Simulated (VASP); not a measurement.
**Te: input slips in a band-gap run and what they do**

Aim: see how common mistakes in a band-structure run show up, on Te. The starting structure is a measured crystal structure from the Crystallography Open Database. Cell and atoms stay as given unless a step says otherwise.

Program: VASP 6.6.1. Level of theory: Kohn-Sham DFT with plane waves and PAW; LDA. Results are calculated unless marked as measured.

## Step 1: Starting point

It takes space group P3_121 (No. 152, trigonal). The conventional cell has a = 4.457 Å, b = 4.457 Å, c = 5.929 Å, α = 90.00°, β = 90.00°, γ = 120.00°. Te has 2 Te at 2.84 Å nearest.

Coordinates:

```cif
data_structure
_symmetry_space_group_name_H-M 'P 1'
_symmetry_Int_Tables_number 1
_cell_length_a 4.4572
_cell_length_b 4.4572
_cell_length_c 5.9290
_cell_angle_alpha 90.000
_cell_angle_beta 90.000
_cell_angle_gamma 120.000
_cell_volume 102.01
loop_
_atom_site_label
_atom_site_type_symbol
_atom_site_fract_x
_atom_site_fract_y
_atom_site_fract_z
_atom_site_occupancy
Te1 Te 0.73670 0.73670 0.00000 1
Te2 Te 0.00000 0.26330 0.66667 1
Te3 Te 0.26330 0.00000 0.33333 1
```

## Step 2: Reference bands

File INCAR:

```
SYSTEM = Te
PREC = Accurate
ENCUT = 350
EDIFF = 1E-06
NELM = 100
ISMEAR = 0
SIGMA = 0.03
LREAL = .FALSE.
ALGO = Normal
GGA = CA
NBANDS = 22
LORBIT = 11
LWAVE = .FALSE.
LCHARG = .FALSE.
KPAR = 4
LASPH = .TRUE.
```

File POSCAR:

```
Te
1.0
    4.4572000000      0.0000000000      0.0000000000
   -2.2286000000      3.8600484297      0.0000000000
    0.0000000000      0.0000000000      5.9290000000
Te
3
Direct
    0.7367000000      0.7367000000      0.0000000000
    0.0000000000      0.2633000000      0.6666666667
    0.2633000000      0.0000000000      0.3333333333
```

File KPOINTS:

```
Automatic mesh
0
Gamma
6 6 4
0 0 0
```

File KPOINTS_OPT:

```
Line mode
10
Line-mode
Reciprocal
  0.00000000   0.00000000   0.00000000 GAMMA
  0.50000000   0.00000000   0.00000000 M

  0.50000000   0.00000000   0.00000000 M
  0.33333333   0.33333333   0.00000000 K

  0.33333333   0.33333333   0.00000000 K
  0.00000000   0.00000000   0.00000000 GAMMA

  0.00000000   0.00000000   0.00000000 GAMMA
  0.00000000   0.00000000   0.50000000 A

  0.00000000   0.00000000   0.50000000 A
  0.50000000   0.00000000   0.50000000 L

  0.50000000   0.00000000   0.50000000 L
  0.33333333   0.33333333   0.50000000 H

  0.33333333   0.33333333   0.50000000 H
  0.00000000   0.00000000   0.50000000 A

  0.50000000   0.00000000   0.50000000 L
  0.50000000   0.00000000   0.00000000 M

  0.33333333   0.33333333   0.00000000 K
  0.33333333   0.33333333   0.50000000 H
```

Potentials, in the order of the species: Te (LDA family, release 64).

Run with:

```
mpirun -np 4 vasp_std
```

Output:

```text
[banner, memory and clock lines left out]
running    4 mpi-ranks, on    1 nodes
 distrk:  each k-point on    1 cores,    4 groups
 distr:  one band on    1 cores,    1 groups

 POSCAR found type information on POSCAR Te
 POSCAR found :  1 types and       3 ions
 LDA part: xc-table for (Slater(with rela. corr.)+CA(PZ))
 , standard interpolation
 POSCAR, INCAR and KPOINTS ok, starting setup
 FFT: planning ... GRIDC
 FFT: planning ... GRID_SOFT
 FFT: planning ... GRID
 WAVECAR not read
 entering main loop
       N       E                     dE             d eps       ncg     rms          rms(c)
DAV:   1     0.549084167186E+02    0.54908E+02   -0.47516E+03  1056   0.468E+02
DAV:   2    -0.753145473219E+01   -0.62440E+02   -0.58933E+02  1386   0.987E+01
DAV:   3    -0.113132746008E+02   -0.37818E+01   -0.37515E+01  1296   0.249E+01
DAV:   4    -0.113848596365E+02   -0.71585E-01   -0.71576E-01  1370   0.405E+00
DAV:   5    -0.113855801124E+02   -0.72048E-03   -0.72047E-03  1344   0.347E-01    0.122E+01
DAV:   6    -0.113447030434E+02    0.40877E-01   -0.15909E-02  1242   0.583E-01    0.772E+00
DAV:   7    -0.113299263827E+02    0.14777E-01   -0.39914E-02  1290   0.841E-01    0.320E-01
DAV:   8    -0.113289067450E+02    0.10196E-02   -0.67334E-03  1206   0.368E-01    0.150E-01
DAV:   9    -0.113289223636E+02   -0.15619E-04   -0.21830E-04  1284   0.740E-02    0.814E-02
DAV:  10    -0.113289210509E+02    0.13127E-05   -0.19625E-05  1268   0.197E-02    0.130E-02
DAV:  11    -0.113289203861E+02    0.66473E-06   -0.19723E-06  1302   0.714E-03
   1 F= -.11328920E+02 E0= -.11328901E+02  d E =-.382855E-04
 Start KPOINTS_OPT (optional k-point list driver)
k-point batch [1-24\90]
       N       E                     dE             ncg
DAV:   1     0.157060913896E+04   -0.61501E+04     1056
DAV:   2     0.891843781572E+02   -0.14814E+04     1390
DAV:   3     0.130515660892E+01   -0.87879E+02     1318
DAV:   4    -0.427124976242E+00   -0.17323E+01     1434
DAV:   5    -0.448935944570E+00   -0.21811E-01     1380
DAV:   6    -0.449963382417E+00   -0.10274E-02     1508
DAV:   7    -0.449965695775E+00   -0.23134E-05     1264
DAV:   8    -0.449965747957E+00   -0.52182E-07      944
[...]
k-point batch [73-90\90]
       N       E                     dE             ncg
DAV:   1     0.282334440872E+04   -0.68383E+04      792
DAV:   2     0.175493095227E+04   -0.10684E+04     1058
DAV:   3     0.169624534317E+04   -0.58686E+02     1004
DAV:   4     0.169507025131E+04   -0.11751E+01     1076
DAV:   5     0.169505879009E+04   -0.11461E-01     1074
DAV:   6     0.169505831091E+04   -0.47918E-03     1108
DAV:   7     0.169505830990E+04   -0.10096E-05      932
DAV:   8     0.169505830987E+04   -0.31709E-07      674
```

Wall time 39 s (4 MPI ranks of AMD EPYC 7R43, shared host); peak memory 0.58 GiB.

Lines that name or quote the potential files are left out of all logs, and their timing lines are given in words.

Parts of OUTCAR (step 2):

```text
ion  position               nearest neighbor table
   1  0.737  0.737  0.000-   2 2.84   3 2.84   3 3.49   2 3.49   2 3.49   3 3.49
   2  0.000  0.263  0.667-   1 2.84   3 2.84   1 3.49   1 3.49   3 3.49   3 3.49
   3  0.263  0.000  0.333-   1 2.84   2 2.84   1 3.49   1 3.49   2 3.49   2 3.49

  LATTYP: Found a hexagonal cell.
 ALAT       =     4.4572000000
 C/A-ratio  =     1.3302073050

 Subroutine GETGRP returns: Found  6 space group operations
 (whereof  2 operations were pure point group operations)

The static configuration has the point symmetry C_2 .
 The point group associated with its full space group is D_3 .

 Found     24 irreducible k-points:

   k-points           NKPTS =     24   k-points in BZ     NKDIM =     24   number of bands    NBANDS=     22

   dimension x,y,z NGX =    28 NGY =   28 NGZ =   36
   dimension x,y,z NGXF=    56 NGYF=   56 NGZF=   72

   ENCUT  =  350.0 eV  25.72 Ry    5.07 a.u.   6.80  6.80  9.04*2*pi/ulx,y,z

   NELECT =      18.0000    total number of electrons

 k-points in reciprocal lattice and weights: Automatic mesh
   0.00000000  0.00000000  0.00000000       0.007
   0.16666667  0.00000000  0.00000000       0.042
   0.33333333  0.00000000  0.00000000       0.042
   0.50000000  0.00000000  0.00000000       0.021
   0.16666667  0.16666667  0.00000000       0.042
   0.33333333  0.16666667  0.00000000       0.083
   0.33333333  0.33333333  0.00000000       0.014
   0.00000000  0.00000000  0.25000000       0.014
   0.16666667  0.00000000  0.25000000       0.042
[...]
0.33333333  0.16666667  0.50000000       0.083
   0.33333333  0.33333333  0.50000000       0.014

 average (electrostatic) potential at core
       1 -89.8772       2 -89.8772       3 -89.8772

 E-fermi :   5.8137

 k-point     1 :       0.0000    0.0000    0.0000
  band No.  band energies     occupation
    ...
      5       2.9619      2.00000
      6       2.9619      2.00000
      7       4.1157      2.00000
      8       4.1157      2.00000
      9       5.0337      2.00000
     10       6.7605      0.00000
     11       6.7605      0.00000
     12       7.3914      0.00000
     13      10.6332      0.00000
     14      10.6332      0.00000
    ...

 k-point     2 :       0.1667    0.0000    0.0000
  band No.  band energies     occupation
    ...
      5       2.2722      2.00000
      6       2.6665      2.00000
      7       4.4936      2.00000
      8       4.8548      2.00000
      9       4.9969      2.00000
     10       6.5857      0.00000
     11       6.6950      0.00000
     12       7.2917      0.00000
     13      10.0952      0.00000
     14      10.6423      0.00000
    ...

 k-point     3 :       0.3333    0.0000    0.0000
  band No.  band energies     occupation
    ...
      5       1.5579      2.00000
      6       2.2034      2.00000
      7       3.3953      2.00000
      8       4.7295      2.00000
      9       4.9470      2.00000
     10       6.6532      0.00000
     11       6.8229      0.00000
     12       8.5467      0.00000
     13       9.0994      0.00000
     14      11.5882      0.00000
    ...

  Total       -0.8502384     -0.8502384     -0.7642010     -0.0000000      0.0000000     -0.0000000
  in kB      -13.3541101    -13.3541101    -12.0027796     -0.0000000      0.0000000     -0.0000000
  external PRESSURE =     -12.9036666 kB  Pullay stress =       0.0000000 kB

  energy-cutoff  :      350.00
  volume of cell :      102.01
      direct lattice vectors                 reciprocal lattice vectors
     4.457200000  0.000000000  0.000000000     0.224356098  0.129532054  0.000000000
    -2.228600000  3.860048430  0.000000000     0.000000000  0.259064107  0.000000000
     0.000000000  0.000000000  5.929000000     0.000000000  0.000000000  0.168662506

 POSITION                                       TOTAL-FORCE (eV/Angst)
 -----------------------------------------------------------------------------------
      1.64181      2.84370      0.00000        -0.112859     -0.195477      0.000000
     -0.58679      1.01635      3.95267        -0.112859      0.195477     -0.000000
      1.17358      0.00000      1.97633         0.225718      0.000000     -0.000000
 -----------------------------------------------------------------------------------
    total drift:                               -0.000000     -0.000000      0.000000

  FREE ENERGIE OF THE ION-ELECTRON SYSTEM (eV)
  ---------------------------------------------------
  free  energy   TOTEN  =       -11.3289203861 eV

  energy  without entropy=      -11.3288821007  energy(sigma->0) =      -11.32890124

 total charge
# of ion       s       p       d       tot
------------------------------------------
    1        1.439   1.828   0.046   3.313
    2        1.439   1.828   0.046   3.313
    3        1.439   1.828   0.046   3.313
--------------------------------------------------
tot          4.316   5.485   0.137   9.938

[... 3 further parts left out ...]
```

Spin-orbit coupling is off here; with elements this heavy it can split and shift levels by tenths of an eV.

The reference gap is 0.086 eV.

## Step 3: Bands with one electron missing

A slip made on purpose: one electron missing. Against step 2 the input has NELECT = 17 (also changed: NELM).

INCAR: that of step 2 with these lines changed.

```diff
@@ -4,3 +4,3 @@
 EDIFF = 1E-06
-NELM = 100
+NELM = 60
 ISMEAR = 0
@@ -16 +16,2 @@
 LASPH = .TRUE.
+NELECT = 17
```

POSCAR is that of step 2.

KPOINTS is that of step 2.

KPOINTS_OPT is that of step 2.

Run with:

```
mpirun -np 4 vasp_std
```

Output:

```text
[... set-up lines as in an earlier step ...]
 entering main loop
       N       E                     dE             d eps       ncg     rms          rms(c)
DAV:   1     0.445919701178E+02    0.44592E+02   -0.41474E+03  1056   0.423E+02
DAV:   2    -0.129981127836E+02   -0.57590E+02   -0.53966E+02  1386   0.931E+01
DAV:   3    -0.165280637288E+02   -0.35300E+01   -0.34756E+01  1296   0.235E+01
DAV:   4    -0.165974215034E+02   -0.69358E-01   -0.69348E-01  1370   0.387E+00
DAV:   5    -0.165981068061E+02   -0.68530E-03   -0.68530E-03  1344   0.327E-01BRMIX: very serious problems
 the old and the new charge density differ
 old charge density:    18.00000 new   17.00000
BRMIX: very serious problems
 the old and the new charge density differ
 old charge density:    18.00000 new   17.00000
BRMIX: very serious problems
 the old and the new charge density differ
 old charge density:    18.00000 new   17.00000
BRMIX: very serious problems
 the old and the new charge density differ
 old charge density:    18.00000 new   17.00000
    0.107E+01
[...]
DAV:  10    -0.165596506620E+02    0.13044E-04   -0.46129E-05  1224   0.319E-02    0.126E-02
DAV:  11    -0.165596505548E+02    0.10725E-06   -0.47585E-06  1352   0.930E-03
   1 F= -.16559651E+02 E0= -.16558965E+02  d E =-.137141E-02
 Start KPOINTS_OPT (optional k-point list driver)
k-point batch [1-24\90]
       N       E                     dE             ncg
DAV:   1     0.125902370568E+04   -0.58157E+04     1056
DAV:   2    -0.802180284918E+02   -0.13392E+04     1384
DAV:   3    -0.162476309011E+03   -0.82258E+02     1324
DAV:   4    -0.164257607000E+03   -0.17813E+01     1466
DAV:   5    -0.164273833429E+03   -0.16226E-01     1400
DAV:   6    -0.164274423352E+03   -0.58992E-03     1496
DAV:   7    -0.164274425116E+03   -0.17640E-05     1262
DAV:   8    -0.164274425170E+03   -0.53368E-07      952
[...]
k-point batch [73-90\90]
       N       E                     dE             ncg
DAV:   1     0.245360728367E+04   -0.64484E+04      792
DAV:   2     0.148888408735E+04   -0.96472E+03     1066
DAV:   3     0.143421423449E+04   -0.54670E+02     1012
DAV:   4     0.143301027328E+04   -0.12040E+01     1106
DAV:   5     0.143300265103E+04   -0.76222E-02     1066
DAV:   6     0.143300232977E+04   -0.32127E-03     1128
DAV:   7     0.143300232914E+04   -0.62165E-06      930
```

It took 34 s on 4 MPI ranks; peak memory 0.55 GiB.

From OUTCAR (step 3):

```text
  Total      -12.6786855    -12.6786855    -14.1017866      0.0000000      0.0000000      0.0000000
  in kB     -199.1354063   -199.1354063   -221.4870789      0.0000000      0.0000000      0.0000000
  external PRESSURE =    -206.5859638 kB  Pullay stress =       0.0000000 kB

 POSITION                                       TOTAL-FORCE (eV/Angst)
 -----------------------------------------------------------------------------------
      1.64181      2.84370      0.00000        -0.217863     -0.377349     -0.000000
     -0.58679      1.01635      3.95267        -0.217863      0.377349     -0.000000
      1.17358      0.00000      1.97633         0.435726      0.000000      0.000000
 -----------------------------------------------------------------------------------
    total drift:                               -0.000000     -0.000000      0.000000

  FREE ENERGIE OF THE ION-ELECTRON SYSTEM (eV)
  ---------------------------------------------------
  free  energy   TOTEN  =       -16.5596505548 eV

  energy  without entropy=      -16.5582791495  energy(sigma->0) =      -16.55896485

[... 2 parts as in an earlier step ...]

[... 1 further part left out ...]
[key lines of the parts left out:]
E-fermi :   4.9475
```

With one electron missing there is no gap to read, since by its occupations the run counts as a metal (its levels may still leave one).

## Step 4: Bands with no empty bands

A slip made on purpose: no empty bands. Against step 2 the input has NBANDS = 9 and no band path (also changed: NELM).

INCAR: that of step 3 with these lines changed.

```diff
@@ -10,3 +10,3 @@
 GGA = CA
-NBANDS = 22
+NBANDS = 9
 LORBIT = 11
@@ -16,2 +16 @@
 LASPH = .TRUE.
-NELECT = 17
```

POSCAR is that of step 3.

KPOINTS is that of step 3.

Run with:

```
mpirun -np 4 vasp_std
```

Output:

```text
[... set-up lines as in an earlier step ...]
 entering main loop
       N       E                     dE             d eps       ncg     rms          rms(c)
DAV:   1     0.823378061671E+02    0.82338E+02   -0.54517E+03   432   0.117E+03
DAV:   2    -0.402779588187E+01   -0.86366E+02   -0.86366E+02   637   0.187E+02
DAV:   3    -0.107427556354E+02   -0.67150E+01   -0.67150E+01   514   0.588E+01
DAV:   4    -0.113247261891E+02   -0.58197E+00   -0.58197E+00   617   0.123E+01
[...]
DAV:  26    -0.113289100969E+02   -0.16390E-05   -0.16376E-05   219   0.225E-03    0.128E-03
DAV:  27    -0.113289113552E+02   -0.12583E-05   -0.12631E-05   219   0.178E-03    0.493E-04
DAV:  28    -0.113289123293E+02   -0.97408E-06   -0.97517E-06   219   0.108E-03
 -----------------------------------------------------------------------------
|                                                                             |
|           W    W    AA    RRRRR   N    N  II  N    N   GGGG   !!!           |
|           W    W   A  A   R    R  NN   N  II  NN   N  G    G  !!!           |
|           W    W  A    A  R    R  N N  N  II  N N  N  G       !!!           |
|           W WW W  AAAAAA  RRRRR   N  N N  II  N  N N  G  GGG   !            |
|           WW  WW  A    A  R   R   N   NN  II  N   NN  G    G                |
|           W    W  A    A  R    R  N    N  II  N    N   GGGG   !!!           |
|                                                                             |
|     Your highest band is occupied at some k-points! Unless you are          |
|     performing a calculation for an insulator or semiconductor, without     |
|     unoccupied bands, you have included TOO FEW BANDS!! Please increase     |
|     the parameter NBANDS in file INCAR to ensure that the highest band      |
|     is unoccupied at all k-points. It is always recommended to include      |
|     a few unoccupied bands to accelerate the convergence of                 |
|     molecular-dynamics runs (even for insulators or semiconductors),        |
|     since the presence of unoccupied bands improves wavefunction            |
|     prediction and helps to suppress 'band-crossings'.                      |
|                                                                             |
 -----------------------------------------------------------------------------

   1 F= -.11328912E+02 E0= -.11328912E+02  d E =-.668484E-12
```

Elapsed: 13 s, on 4 MPI ranks; peak memory 0.44 GiB.

From OUTCAR (step 4):

```text
  Total       -0.8503767     -0.8503767     -0.7674310     -0.0000000     -0.0000000      0.0000000
  in kB      -13.3562830    -13.3562830    -12.0535125     -0.0000000     -0.0000000      0.0000000
  external PRESSURE =     -12.9220262 kB  Pullay stress =       0.0000000 kB

 POSITION                                       TOTAL-FORCE (eV/Angst)
 -----------------------------------------------------------------------------------
      1.64181      2.84370      0.00000        -0.112900     -0.195549      0.000000
     -0.58679      1.01635      3.95267        -0.112900      0.195549      0.000000
      1.17358      0.00000      1.97633         0.225800     -0.000000     -0.000000
 -----------------------------------------------------------------------------------
    total drift:                               -0.000000     -0.000000      0.000000

  FREE ENERGIE OF THE ION-ELECTRON SYSTEM (eV)
  ---------------------------------------------------
  free  energy   TOTEN  =       -11.3289123293 eV

  energy  without entropy=      -11.3289123293  energy(sigma->0) =      -11.32891233

[... 1 part as in an earlier step ...]

[... 2 further parts left out ...]
[key lines of the parts left out:]
E-fermi :   5.8959
```

The run converges, yet it holds no empty band, so no gap can be read from it.

(Part 1 of 2 ends here.)

[Lines on the potential files, build, host, timing and source positions are cut from VASP's logs without a mark.]

[Logs are printed without paths, hosts, clocks, repeated set-up lines and the standing remarks that a program may print on its own settings, such as how far it seeks lower states.]

[Hosts, paths, dates, database ids (printed as entryN), source tags and the programs' standing remarks are cut or masked in the printed files.]
